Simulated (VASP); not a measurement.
Input:

```
CELL_PARAMETERS angstrom
      1.84303     1.06407     7.38241
     -1.84303     1.06407     7.38241
      0.00000    -2.12814     7.38241
ATOMIC_POSITIONS crystal
  K  0.50000 0.50000 0.50000
  Zr 0.00000 0.00000 0.00000
  S  0.73437 0.73437 0.73437
  S  0.26563 0.26563 0.26563
```

Method: PBEsol GGA with spin-orbit coupling, VASP's PBE PAW potentials (set 64) (plane waves; VASP). Run with 400 eV cut-off, 9×9×9 Γ-centred mesh, Gaussian smearing of 0.050 eV, potentials K_sv Zr_sv S.

Problem. What does the run give for the energy per atom (σ→0), band gap (over mesh and band path) with the smallest direct gap where there is one?

Solution. 
The band gap (over mesh and band path) comes out as none (metal, semimetal or under 0.01 eV). The energy per atom (σ→0) is -6.344 eV/atom.

The structure comes from a computed database's KZrS2 entry (R-3m); how it stands against other phases isn't given here. It was relaxed first.
